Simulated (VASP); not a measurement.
An input for Ansatz (written as the equivalent of a VASP run, and not itself run):

Ansatz 0.2 input:
```yaml
crystal:
  lattice:
    - [-1.5862662, 1.5862662, 1.5862662]
    - [1.5862662, -1.5862662, 1.5862662]
    - [1.5862662, 1.5862662, -1.5862662]
  atoms:
    - { symbol: Nb, position: [0.0000000, 0.0000000, 0.0000000] }
kpoints:
  mp_grid: { grid: [16, 16, 16] }
hamiltonian:
  xc: pbesol
  pseudopotentials: { kind: paw }
scf:
  occupations: { method: methfessel_paxton, width: 0.1 }
  max_iter: 100
relax:
  max_steps: 40
  f_tol: 0.02
  cell: { p_target: 20 }
output: { forces: true, stress: true, eigenvalues: true }
```

Problem. Write the VASP files for the same calculation (PBEsol).

Solution. Several could match; the one computed here: 
**INCAR**
```
SYSTEM = Nb
PREC = Accurate
ENCUT = 500
EDIFF = 1E-6
NELM = 100
ALGO = Normal
LREAL = .FALSE.
LASPH = .TRUE.
ISMEAR = 1
SIGMA = 0.1
GGA = PS
LMAXMIX = 4
LWAVE = .FALSE.
LCHARG = .FALSE.
IBRION = 2
ISIF = 3
NSW = 40
EDIFFG = -0.02
PSTRESS = 200
```

### KPOINTS
```
Automatic
0
Gamma
  16 16 16
```

POSCAR:
```
Nb
1
   -1.5862661831     1.5862661831     1.5862661831
    1.5862661831    -1.5862661831     1.5862661831
    1.5862661831     1.5862661831    -1.5862661831
Nb
1
Direct
  0.0000000000   0.0000000000   0.0000000000
```

POTCAR, in this order: Nb_sv (PBE.64 set). Program: vasp_std.

Limits of the translation: each code has its own PAW files, so the cut-off isn't converted (ENCUT is set for VASP's; basis.ecutwfc is left out, and Ansatz then takes the one that its files recommend); Ansatz stops its SCF on the density residual and VASP on the energy change (EDIFF).

The compound is Nb in the bcc structure. It was relaxed first under an external pressure of 20 GPa.
